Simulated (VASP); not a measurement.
```xyz
8
Lattice="4.4592 0.0000 0.0000 -2.2296 3.8618 0.0000 0.0000 0.0000 23.9021" Properties=species:S:1:pos:R:3 pbc="T T T"
Mg     0.0000     0.0000    15.1943
Mg     0.0000     0.0000     7.7839
Mg     2.2296     1.2873    11.4917
Mg     0.0000     2.5745    18.9021
Te     0.0000     0.0000    12.4103
Te     0.0000     0.0000     5.0000
Te     2.2296     1.2873     8.7219
Te     0.0000     2.5745    16.1323
```

All values below come from PBE GGA, VASP's PBE PAW potentials (set 64) (plane waves; VASP). Numerical set-up: 300 eV cut-off, 4×4×1 Γ-centred mesh, Fermi-Dirac smearing of 0.10 eV, potentials Mg Te.

The cell holds a wide vacuum, so values per volume refer to the whole cell.

Question: Give the energies of bands 7 to 20 at the high-symmetry points, in eV from the Fermi level.

Answer: 
| band | Γ | M | K |
|---|---|---|---|
| 7 | -2.27 | -3.49 | -3.37 |
| 8 | -1.67 | -3.13 | -3.33 |
| 9 | -1.67 | -2.38 | -3.17 |
| 10 | -1.28 | -2.33 | -2.78 |
| 11 | -1.10 | -1.84 | -2.29 |
| 12 | -1.10 | -1.77 | -2.05 |
| 13 | -0.64 | -1.17 | -1.72 |
| 14 | -0.53 | -1.13 | -0.82 |
| 15 | -0.53 | -0.73 | -0.68 |
| 16 | 0.68 | 0.19 | -0.67 |
| 17 | 0.68 | 0.23 | 0.61 |
| 18 | 1.85 | 0.53 | 1.26 |
| 19 | 2.49 | 2.08 | 1.28 |
| 20 | 3.06 | 2.64 | 3.22 |

It has no gap at this level: it comes out as a metal or semimetal.

The cell is a sheet with vacuum, built from a generated structure.
